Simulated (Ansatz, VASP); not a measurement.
# Cross-check of BN between VASP and Ansatz

Aim: how closely do two programs agree when they are given the same cell, functional and k mesh? The cell is taken from a series of runs on this material, whose earlier steps may have relaxed, scaled, displaced or heated it; both programs get it as it stands.

Method: plane waves, with VASP 6.6.1 beside it; zone-centre phonons at LDA, in Ansatz 0.2.0.

## Step 1: Set-up

Symmetry: I-4m2, No. 119, tetragonal system. The conventional cell has a = 2.506 Å, b = 2.506 Å, c = 3.596 Å, α = 90.00°, β = 90.00°, γ = 90.00°. Nearest to B lie 4 N at 1.54 Å. N has 4 B at 1.54 Å nearest. Farther neighbours and most contacts between anions are not listed.

Coordinates:

```xyz
2
Lattice="0.0000 1.7720 1.7981 1.7720 0.0000 1.7981 1.7720 1.7720 0.0000" Properties=species:S:1:pos:R:3 pbc="T T T"
B     0.0000    0.0000    0.0000
N     0.8860    0.8860    0.8991
```

## Step 2: VASP: zone-centre phonons, LDA, pair 1

Second derivatives magnify differences that forces hide, and they need a tight electronic threshold.

Lines of VASP's logs that name or quote its potential files are left out, and so is its time.

The input, INCAR:

```
SYSTEM = BN
PREC = Accurate
ENCUT = 600
EDIFF = 1E-08
NELM = 120
ISMEAR = 0
SIGMA = 0.01
LREAL = .FALSE.
ALGO = Normal
GGA = PW92
NBANDS = 10
LORBIT = 11
LWAVE = .FALSE.
LCHARG = .FALSE.
ISIF = 2
IBRION = 8
LEPSILON = .TRUE.
LASPH = .TRUE.
GGA_COMPAT = .FALSE.
EFERMI = MIDGAP
KPAR = 2
```

The input, POSCAR:

```
BN
1.0
    0.0000000000      1.7720260622      1.7981434646
    1.7720260622      0.0000000000      1.7981434646
    1.7720260622      1.7720260622      0.0000000000
B N
1 1
Direct
    0.0000000000      0.0000000000      0.0000000000
    0.2500000000      0.2500000000      0.2500000000
```

The input, KPOINTS:

```
Automatic mesh
0
Gamma
12 12 12
0 0 0
```

PAW data sets: B and N (LDA family, release 64).

Started as:

```sh
$ mpirun -np 2 vasp_std
```

Numbers of over 12 decimals in the logs are rounded to 6 here.

The log of the run:

```text
[banner, memory and clock lines left out]
running    2 mpi-ranks, on    1 nodes
 distrk:  each k-point on    1 cores,    2 groups
 distr:  one band on    1 cores,    1 groups

 POSCAR found type information on POSCAR B N
 POSCAR found :  2 types and       2 ions
|                                                                             |
|               ----> ADVICE to this user running VASP <----                  |
|                                                                             |
|     You enforced a specific xc type in the INCAR file but a different       |
|     [... a line on the potential file left out ...]
|     I HOPE YOU KNOW WHAT YOU ARE DOING!                                     |
|                                                                             |

 LDA part: xc-table for (Slater(with rela. corr.)+PW92), standard interpolation
 POSCAR, INCAR and KPOINTS ok, starting setup
 FFT: planning ... GRIDC
 FFT: planning ... GRID_SOFT
 FFT: planning ... GRID
 WAVECAR not read
 entering main loop
       N       E                     dE             d eps       ncg     rms          rms(c)
DAV:   1     0.105837122597E+02    0.10584E+02   -0.55583E+03  3340   0.887E+02
DAV:   2    -0.201387144960E+02   -0.30722E+02   -0.29603E+02  3956   0.168E+02
DAV:   3    -0.206498622606E+02   -0.51115E+00   -0.51002E+00  3816   0.187E+01
DAV:   4    -0.206505022859E+02   -0.64003E-03   -0.64001E-03  3556   0.783E-01
DAV:   5    -0.206505028638E+02   -0.57789E-06   -0.57788E-06  3692   0.239E-02    0.675E+00
DAV:   6    -0.195886596735E+02    0.10618E+01   -0.33332E+00  3320   0.114E+01    0.321E+00
DAV:   7    -0.194632991440E+02    0.12536E+00   -0.10829E-01  3608   0.283E+00    0.181E+00
DAV:   8    -0.194303927758E+02    0.32906E-01   -0.51239E-02  3676   0.163E+00    0.195E-01
DAV:   9    -0.194302439125E+02    0.14886E-03   -0.85561E-04  3552   0.282E-01    0.829E-02
DAV:  10    -0.194302284704E+02    0.15442E-04   -0.42701E-05  3672   0.665E-02    0.139E-02
DAV:  11    -0.194302289335E+02   -0.46314E-06   -0.17190E-06  3654   0.960E-03    0.611E-03
DAV:  12    -0.194302288626E+02    0.70923E-07   -0.48298E-07  3556   0.441E-03    0.223E-04
DAV:  13    -0.194302288630E+02   -0.45236E-09   -0.74872E-09  2004   0.894E-04
   1 F= -.19430229E+02 E0= -.19430229E+02  d E =0.000000E+00
 Linear response reoptimize wavefunctions to high precision
DAV:   1    -0.194302288630E+02    0.58890E-10   -0.19320E-10  2250   0.170E-04
 Linear response G [H, r] |phi>, progress :
  Direction:   1
       N       E                     dE             d eps       ncg     rms
RMM:   1    -0.356403743720E+02   -0.35640E+02   -0.13803E+01  7438   0.506E+01
RMM:   2    -0.307623539923E+02    0.48780E+01   -0.83637E-01  5174   0.866E+00
RMM:   3    -0.307710735253E+02   -0.87195E-02    0.21586E-03  5500   0.352E-01
RMM:   4    -0.307714536576E+02   -0.38013E-03    0.14328E-04  5756   0.205E-02
RMM:   5    -0.307714676713E+02   -0.14014E-04    0.10045E-05  5613   0.164E-03
RMM:   6    -0.307714685602E+02   -0.88891E-06    0.11828E-06  4752   0.401E-04
RMM:   7    -0.307714685589E+02    0.13061E-08    0.12059E-06  4036   0.320E-04
RMM:   8    -0.307714685592E+02   -0.27074E-09    0.12016E-06  4025   0.319E-04
RMM:   9    -0.307714685594E+02   -0.21640E-09    0.12027E-06  3774   0.319E-04
RMM:  10    -0.307714686012E+02   -0.41777E-07    0.79133E-07  3355   0.319E-04
 Linear response G [H, r] |phi>, progress :
  Direction:   2
       N       E                     dE             d eps       ncg     rms
RMM:   1    -0.299820184244E+02   -0.29982E+02    0.23771E+01  7363   0.489E+01
RMM:   2    -0.282050616797E+02    0.17770E+01   -0.72868E-01  5135   0.777E+00
RMM:   3    -0.282056127727E+02   -0.55109E-03   -0.13318E-03  5531   0.326E-01
RMM:   4    -0.282056536824E+02   -0.40910E-04    0.39949E-05  5850   0.198E-02
RMM:   5    -0.282056581790E+02   -0.44966E-05    0.22553E-06  5653   0.164E-03
RMM:   6    -0.282056584581E+02   -0.27909E-06   -0.47498E-07  4765   0.371E-04
RMM:   7    -0.282056584829E+02   -0.24778E-07   -0.72896E-07  4072   0.283E-04
RMM:   8    -0.282056584823E+02    0.59229E-09   -0.71738E-07  4129   0.282E-04
RMM:   9    -0.282056584825E+02   -0.19804E-09   -0.70459E-07  3975   0.281E-04
RMM:  10    -0.282056584831E+02   -0.60436E-09   -0.62088E-07  3564   0.281E-04
 Linear response G [H, r] |phi>, progress :
  Direction:   3
       N       E                     dE             d eps       ncg     rms
RMM:   1    -0.322460043106E+02   -0.32246E+02    0.87728E+00  7257   0.495E+01
RMM:   2    -0.294757887987E+02    0.27702E+01   -0.79474E-01  5140   0.818E+00
RMM:   3    -0.294787979730E+02   -0.30092E-02    0.74630E-04  5500   0.337E-01
RMM:   4    -0.294790368962E+02   -0.23892E-03    0.11712E-04  5767   0.198E-02
RMM:   5    -0.294790486900E+02   -0.11794E-04    0.62272E-06  5558   0.170E-03
[...]
dielectric tensor                  component  1 :     5.068     0.954     1.215
 Linear response to external field (no local field effect), progress :
  Direction:   2
       N       E                     dE             d eps       ncg     rms          rms(c)
RMM:   1    -0.102210980551E+00   -0.10221E+00   -0.28927E-01  7405   0.173E+00
RMM:   2    -0.102525826887E+00   -0.31485E-03   -0.23291E-04  5260   0.128E-01
[...]
RMM:   9    -0.116550807449E+00    0.17423E-07   -0.19905E-10  8719   0.443E-05    0.210E-06
 change of polarisation eV/A/(eV/A) component  2 :     0.025     0.220     0.002
 dielectric tensor                  component  2 :     0.404     4.526     0.030
 Linear response to external field, progress :
  Direction:   3
       N       E                     dE             d eps       ncg     rms          rms(c)
RMM:   1    -0.116636992148E+00   -0.11664E+00   -0.34802E-01 12561   0.183E+00
RMM:   2    -0.116965318762E+00   -0.32833E-03   -0.23931E-04  9048   0.131E-01    0.572E-01
RMM:   3    -0.114716315577E+00    0.22490E-02   -0.93671E-04  8916   0.238E-01    0.335E-01
RMM:   4    -0.118337891028E+00   -0.36216E-02   -0.13719E-03  9175   0.287E-01    0.368E-02
RMM:   5    -0.118790768649E+00   -0.45288E-03   -0.14617E-05  9295   0.310E-02    0.402E-03
RMM:   6    -0.118804163080E+00   -0.13394E-04   -0.26139E-08  9419   0.164E-03    0.215E-03
RMM:   7    -0.118812574238E+00   -0.84112E-05   -0.66057E-09  9379   0.803E-04    0.945E-05
RMM:   8    -0.118812780074E+00   -0.20584E-06   -0.11460E-10  5366   0.377E-05    0.245E-05
RMM:   9    -0.118812766093E+00    0.13982E-07   -0.94936E-11  4879   0.441E-05    0.212E-06
 change of polarisation eV/A/(eV/A) component  3 :     0.063     0.008     0.224
 dielectric tensor                  component  3 :     1.011     0.131     4.594
 Linear response DOF=           4
 Linear response progress:
  Degree of freedom:   1/  4
       N       E                     dE             d eps       ncg     rms          rms(c)
RMM:   1    -0.429026558217E-01   -0.42903E-01   -0.31460E-02 24708   0.136E+00
RMM:   2    -0.366593657890E-01    0.62433E-02   -0.74446E-04 14656   0.247E-01    0.152E-01
RMM:   3    -0.366041860878E-01    0.55180E-04   -0.95441E-05 15310   0.807E-02    0.849E-02
RMM:   4    -0.369034964851E-01   -0.29931E-03   -0.12937E-04 15322   0.920E-02    0.765E-03
RMM:   5    -0.368971430588E-01    0.63534E-05   -0.41795E-07 15714   0.734E-03    0.113E-03
RMM:   6    -0.368950444797E-01    0.20986E-05    0.60215E-08 15756   0.525E-04    0.423E-04
RMM:   7    -0.368928036393E-01    0.22408E-05    0.59746E-08 15967   0.398E-04    0.433E-05
RMM:   8    -0.368928808026E-01   -0.77163E-07    0.75547E-08 15999   0.387E-05    0.105E-05
RMM:   9    -0.368928258617E-01    0.54941E-07    0.72305E-08 16401   0.226E-05    0.825E-07
RMM:  10    -0.368928253297E-01    0.53197E-09    0.72525E-08 10927   0.156E-05    0.342E-07
 first order change of Fermi-energy  -0.22041E-04
 force on displaced ion       1 direction 1 : -26.820   0.000  -0.000
 Born effective charge ion    1 direction 1 :   1.854   0.000   0.000
 Linear response progress:
  Degree of freedom:   2/  4
       N       E                     dE             d eps       ncg     rms          rms(c)
RMM:   1    -0.424040603142E-01   -0.42404E-01   -0.24388E-02 14092   0.137E+00
RMM:   2    -0.368883040661E-01    0.55158E-02   -0.60703E-04  8621   0.245E-01    0.154E-01
RMM:   3    -0.368373807812E-01    0.50923E-04   -0.77120E-05  8899   0.833E-02    0.861E-02
RMM:   4    -0.371465859274E-01   -0.30921E-03   -0.14236E-04  8918   0.940E-02    0.806E-03
RMM:   5    -0.371413478496E-01    0.52381E-05   -0.28033E-07  9187   0.761E-03    0.117E-03
RMM:   6    -0.371393423664E-01    0.20055E-05    0.41338E-08  9208   0.532E-04    0.446E-04
RMM:   7    -0.371370515626E-01    0.22908E-05    0.50515E-09  9309   0.408E-04    0.437E-05
RMM:   8    -0.371371339771E-01   -0.82415E-07    0.11334E-09  9360   0.394E-05    0.114E-05
RMM:   9    -0.371370775440E-01    0.56433E-07    0.98202E-10  9486   0.234E-05    0.863E-07
RMM:  10    -0.371370780671E-01   -0.52315E-09    0.18964E-09  6404   0.162E-05    0.387E-07
 first order change of Fermi-energy   0.46771E+01
 force on displaced ion       1 direction 3 :  -0.000  -0.000 -26.461
 Born effective charge ion    1 direction 3 :   0.000   0.000   1.893
 Linear response progress:
  Degree of freedom:   3/  4
       N       E                     dE             d eps       ncg     rms          rms(c)
RMM:   1    -0.231068941368E+00   -0.23107E+00    0.96241E-02 19506   0.333E+00
RMM:   2    -0.224415005656E+00    0.66539E-02   -0.19757E-03 14711   0.439E-01    0.236E-01
RMM:   3    -0.225406910767E+00   -0.99191E-03   -0.41402E-04 14250   0.164E-01    0.127E-01
RMM:   4    -0.227497576647E+00   -0.20907E-02   -0.39125E-04 13729   0.160E-01    0.235E-02
RMM:   5    -0.227564380646E+00   -0.66804E-04   -0.61859E-06 15829   0.234E-02    0.875E-04
RMM:   6    -0.227573093369E+00   -0.87127E-05    0.37075E-09 15585   0.118E-03    0.396E-04
RMM:   7    -0.227571150689E+00    0.19427E-05    0.37443E-08 16012   0.399E-04    0.467E-05
RMM:   8    -0.227570960337E+00    0.19035E-06    0.48874E-08 15940   0.575E-05    0.194E-05
RMM:   9    -0.227570898806E+00    0.61532E-07    0.49317E-08 16415   0.531E-05    0.906E-07
RMM:  10    -0.227570898199E+00    0.60626E-09    0.49495E-08 12411   0.401E-05    0.349E-07
 first order change of Fermi-energy   0.75661E-04
 force on displaced ion       2 direction 1 : -26.822   0.000   0.000
 Born effective charge ion    2 direction 1 :  -1.854   0.000   0.000
 Linear response progress:
  Degree of freedom:   4/  4
       N       E                     dE             d eps       ncg     rms          rms(c)
RMM:   1    -0.230392792181E+00   -0.23039E+00    0.10591E-01 11252   0.333E+00
RMM:   2    -0.224452880157E+00    0.59399E-02   -0.19978E-03  8619   0.440E-01    0.238E-01
RMM:   3    -0.225429229468E+00   -0.97635E-03   -0.43205E-04  8358   0.167E-01    0.128E-01
RMM:   4    -0.227528688337E+00   -0.20995E-02   -0.40851E-04  8051   0.162E-01    0.235E-02
RMM:   5    -0.227591667007E+00   -0.62979E-04   -0.63781E-06  9269   0.236E-02    0.891E-04
RMM:   6    -0.227600368006E+00   -0.87010E-05   -0.33349E-08  9097   0.118E-03    0.405E-04
RMM:   7    -0.227598419721E+00    0.19483E-05   -0.86854E-09  9378   0.404E-04    0.472E-05
RMM:   8    -0.227598224891E+00    0.19483E-06   -0.58914E-09  9334   0.583E-05    0.200E-05
RMM:   9    -0.227598154166E+00    0.70724E-07   -0.58809E-09  9642   0.542E-05    0.928E-07
RMM:  10    -0.227598152629E+00    0.15369E-08   -0.59480E-09  7291   0.411E-05    0.488E-07
 first order change of Fermi-energy  -0.46763E+01
 force on displaced ion       2 direction 3 :   0.000   0.000 -26.453
 Born effective charge ion    2 direction 3 :   0.000   0.000  -1.893
 Born effective charges drift removed
 Linear response finished
```

Parts of OUTCAR (step 2):

```text
ion  position               nearest neighbor table
   1  0.000  0.000  0.000-   2 1.54   2 1.54   2 1.54   2 1.54
   2  0.250  0.250  0.250-   1 1.54   1 1.54   1 1.54   1 1.54

  LATTYP: Found a body centered tetragonal cell.
 ALAT       =     2.5060232900
 C/A-ratio  =     1.4350572652

 Subroutine GETGRP returns: Found  8 space group operations
 (whereof  8 operations were pure point group operations)

The static configuration has the point symmetry D_2d.

 Found    163 irreducible k-points:

   k-points           NKPTS =    163   k-points in BZ     NKDIM =    163   number of bands    NBANDS=     10

   dimension x,y,z NGX =    20 NGY =   20 NGZ =   20
   dimension x,y,z NGXF=    40 NGYF=   40 NGZF=   40

   ENCUT  =  600.0 eV  44.10 Ry    6.64 a.u.   5.04  5.04  5.01*2*pi/ulx,y,z

   NELECT =       8.0000    total number of electrons

 k-points in reciprocal lattice and weights: Automatic mesh
   0.00000000  0.00000000  0.00000000       0.001
   0.08333333  0.00000000  0.00000000       0.005
   0.16666667  0.00000000  0.00000000       0.005
   0.25000000  0.00000000  0.00000000       0.005
   0.33333333  0.00000000  0.00000000       0.005
   0.41666667  0.00000000  0.00000000       0.005
   0.50000000  0.00000000  0.00000000       0.002
   0.08333333  0.08333333  0.00000000       0.001
   0.16666667  0.08333333  0.00000000       0.005
[...]
-0.33333333  0.16666667  0.50000000       0.002
  -0.25000000  0.25000000  0.50000000       0.001

 average (electrostatic) potential at core
       1 -28.9536       2 -59.5897

  Total        0.7086664      0.7086664      0.0322665      0.0000000      0.0000000     -0.0000000
  in kB      100.5444030    100.5444030      4.5779133      0.0000000      0.0000000     -0.0000000
  external PRESSURE =      68.5555731 kB  Pullay stress =       0.0000000 kB

  energy-cutoff  :      600.00
  volume of cell :       11.29
      direct lattice vectors                 reciprocal lattice vectors
     0.000000000  1.772026062  1.798143465    -0.282162893  0.282162893  0.278064576
     1.772026062  0.000000000  1.798143465     0.282162893 -0.282162893  0.278064576
     1.772026062  1.772026062  0.000000000     0.282162893  0.282162893 -0.278064576

 POSITION                                       TOTAL-FORCE (eV/Angst)
 -----------------------------------------------------------------------------------
      0.00000      0.00000      0.00000        -0.000000     -0.000000      0.000000
      0.88601      0.88601      0.89907         0.000000      0.000000     -0.000000
 -----------------------------------------------------------------------------------
    total drift:                                0.000000      0.000000     -0.000001

 MACROSCOPIC STATIC DIELECTRIC TENSOR (including local field effects in DFT)
 ------------------------------------------------------
           4.525927    -0.000000     0.000000
           0.000000     4.525927     0.000000
          -0.000000    -0.000000     4.593818
 ------------------------------------------------------

 PIEZOELECTRIC TENSOR (including local field effects)  for field in x, y, z        (C/m^2)
          XX          YY          ZZ          XY          YZ          ZX
  --------------------------------------------------------------------------------
  x     0.00000    -0.00000     0.00000     0.00000    -1.03053     0.00000
  y    -0.00000    -0.00000     0.00000     0.00000     0.00000    -1.03053
  z     0.00000     0.00000     0.00000    -1.02759     0.00000     0.00000

 BORN EFFECTIVE CHARGES (including local field effects) (in |e|, cummulative output)
 ---------------------------------------------------------------------------------
 ion    1
    1     1.85350    -0.00000     0.00000
    2     0.00000     1.85350     0.00000
    3     0.00000     0.00000     1.89304
 ion    2
    1    -1.85350     0.00000     0.00000
    2    -0.00000    -1.85350     0.00000
    3     0.00000     0.00000    -1.89304

 Eigenvectors and eigenvalues of the dynamical matrix
 ----------------------------------------------------

   1 f  =   32.779773 THz   205.961386 2PiTHz 1093.415519 cm-1   135.566186 meV
             X         Y         Z           dx          dy          dz
      0.000000  0.000000  0.000000     0.751179    0.000000    0.000000
      0.886013  0.886013  0.899072    -0.660099    0.000000    0.000000

   2 f  =   32.779773 THz   205.961386 2PiTHz 1093.415519 cm-1   135.566186 meV
             X         Y         Z           dx          dy          dz
      0.000000  0.000000  0.000000    -0.000000   -0.751179    0.000000
      0.886013  0.886013  0.899072     0.000000    0.660099    0.000000

   3 f  =   32.556966 THz   204.561452 2PiTHz 1085.983500 cm-1   134.644733 meV
             X         Y         Z           dx          dy          dz
      0.000000  0.000000  0.000000     0.000000    0.000000    0.751238
      0.886013  0.886013  0.899072     0.000000    0.000000   -0.660031

   4 f/i=    0.000458 THz     0.002877 2PiTHz    0.015273 cm-1     0.001894 meV
             X         Y         Z           dx          dy          dz
      0.000000  0.000000  0.000000    -0.054889   -0.657813    0.000000
      0.886013  0.886013  0.899072    -0.062463   -0.748577    0.000000

   5 f/i=    0.000458 THz     0.002877 2PiTHz    0.015273 cm-1     0.001894 meV
             X         Y         Z           dx          dy          dz
      0.000000  0.000000  0.000000    -0.657813    0.054889    0.000000
      0.886013  0.886013  0.899072    -0.748577    0.062463    0.000000

   6 f/i=    0.002464 THz     0.015483 2PiTHz    0.082197 cm-1     0.010191 meV
             X         Y         Z           dx          dy          dz
      0.000000  0.000000  0.000000     0.000000    0.000000   -0.660031
      0.886013  0.886013  0.899072     0.000000    0.000000   -0.751238

 MACROSCOPIC STATIC DIELECTRIC TENSOR IONIC CONTRIBUTION
 ------------------------------------------------------
           2.052485     0.000000     0.000000
           0.000000     2.052485     0.000000
           0.000000     0.000000     2.170442
 ------------------------------------------------------

 ELASTIC MODULI CONTR FROM IONIC RELAXATION (kBar)
 Direction    XX          YY          ZZ          XY          YZ          ZX
 --------------------------------------------------------------------------------
 XX           0.0000      0.0000      0.0000      0.0000      0.0000      0.0000
 YY           0.0000      0.0000      0.0000      0.0000      0.0000      0.0000
 ZZ           0.0000      0.0000      0.0000      0.0000      0.0000      0.0000
 XY           0.0000      0.0000      0.0000    -65.1551      0.0000      0.0000
 YZ           0.0000      0.0000      0.0000      0.0000    -65.4607     -0.0000
 ZX           0.0000      0.0000      0.0000      0.0000     -0.0000    -70.0093
 --------------------------------------------------------------------------------

 PIEZOELECTRIC TENSOR IONIC CONTR  for field in x, y, z        (C/m^2)
          XX          YY          ZZ          XY          YZ          ZX
  --------------------------------------------------------------------------------
  x     0.00000     0.00000     0.00000     0.00000     0.34491     0.00000
  y     0.00000     0.00000     0.00000     0.00000     0.00000     0.35669
  z     0.00000     0.00000     0.00000     0.35385     0.00000     0.00000
```

(Part 1 of 3 ends here.)

[Lines on the potential files, build, host, timing and source positions are cut from VASP's logs without a mark.]

[Logs are printed without paths, hosts, clocks, repeated set-up lines and the standing remarks that a program may print on its own settings, such as how far it seeks lower states.]

[Hosts, paths, dates, database ids (printed as entryN), source tags and the programs' standing remarks are cut or masked in the printed files.]
